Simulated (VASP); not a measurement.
Level of theory: LDA (Ceperley-Alder, Perdew-Zunger), VASP's LDA PAW potentials (set 64) (plane waves; VASP 6.6.1).

VASP ran on this input.

POSCAR:
```
CdS
1
    0.0000000000     2.9429550000     2.9429550000
    2.9429550000     0.0000000000     2.9429550000
    2.9429550000     2.9429550000     0.0000000000
Cd S
1 1
Direct
 -0.0055360000   0.0024410000  -0.0020800000
  0.2555360000   0.2475590000   0.2520800000
```

### KPOINTS
```
Automatic mesh
0
Gamma
7 7 7
0 0 0
```

INCAR:
```
ALGO = Normal
EDIFF = 1E-6
ENCUT = 300
ISIF = 2
ISMEAR = -1
LASPH = T
LCHARG = F
LMAXMIX = 4
LREAL = F
LWAVE = F
NELM = 100
PREC = Accurate
SIGMA = 0.05
SYSTEM = CdS
```

POTCAR, in this order: Cd S (LDA.64 set). Program: vasp_std.

What VASP printed:

**OSZICAR**
```
       N       E                     dE             d eps       ncg     rms          rms(c)
DAV:   1     0.738801455609E+02    0.73880E+02   -0.69184E+03  4773   0.807E+02
DAV:   2    -0.506215920492E+01   -0.78942E+02   -0.76299E+02  5417   0.240E+02
DAV:   3    -0.786512865422E+01   -0.28030E+01   -0.27978E+01  5137   0.466E+01
DAV:   4    -0.788437791415E+01   -0.19249E-01   -0.19247E-01  5262   0.379E+00
DAV:   5    -0.788463468012E+01   -0.25677E-03   -0.25676E-03  5257   0.417E-01    0.809E+00
DAV:   6    -0.739826975289E+01    0.48636E+00   -0.96981E-01  6329   0.132E+01    0.634E+00
DAV:   7    -0.737033383296E+01    0.27936E-01   -0.15175E-01  4657   0.318E+00    0.301E+00
DAV:   8    -0.736428192221E+01    0.60519E-02   -0.16374E-02  5027   0.175E+00    0.207E-01
DAV:   9    -0.736387212688E+01    0.40980E-03   -0.19093E-03  5332   0.703E-01    0.579E-02
DAV:  10    -0.736387194018E+01    0.18669E-06   -0.15501E-04  4827   0.133E-01    0.645E-02
DAV:  11    -0.736388294000E+01   -0.11000E-04   -0.31429E-05  4672   0.647E-02    0.113E-02
DAV:  12    -0.736387750220E+01    0.54378E-05   -0.20313E-05  6199   0.636E-02    0.439E-03
DAV:  13    -0.736387764052E+01   -0.13832E-06   -0.11588E-06  3264   0.897E-03
   1 F= -.73638776E+01 E0= -.73638762E+01  d E =-.283194E-05
```

**OUTCAR**
```
------------------------ aborting loop because EDIFF is reached ----------------------------------------
  FORCE on cell =-STRESS in cart. coord.  units (eV):
  Direction    XX          YY          ZZ          XY          YZ          ZX
  --------------------------------------------------------------------------------------
  Total       -1.1222727     -1.1384361     -1.1250195     -0.0937005      0.0260601     -0.2257538
  in kB      -35.2718401    -35.7798382    -35.3581693     -2.9449060      0.8190415     -7.0952040
  external PRESSURE =     -35.4699492 kB  Pullay stress =       0.0000000 kB
  volume of cell :       50.98
      direct lattice vectors                 reciprocal lattice vectors
     0.000000000  2.942955000  2.942955000    -0.169897263  0.169897263  0.169897263
     2.942955000  0.000000000  2.942955000     0.169897263 -0.169897263  0.169897263
     2.942955000  2.942955000  0.000000000     0.169897263  0.169897263 -0.169897263
  FREE ENERGIE OF THE ION-ELECTRON SYSTEM (eV)
  ---------------------------------------------------
  free  energy   TOTEN  =        -7.3638776405 eV

  energy  without entropy=       -7.3638748086  energy(sigma->0) =       -7.36387622
```
(Selected blocks of OUTCAR.)

At this cut-off the stress carries a Pulay error, which pulls relaxed volumes low.

The structure comes from a computed database's CdS entry; how it stands against other phases isn't given here. The cell was not relaxed at this level, atoms are displaced from their ideal sites. The run is one of a series of settings (GGA removed, POTCAR Cd S (LDA.64 set) against the base run), some of them coarse on purpose.
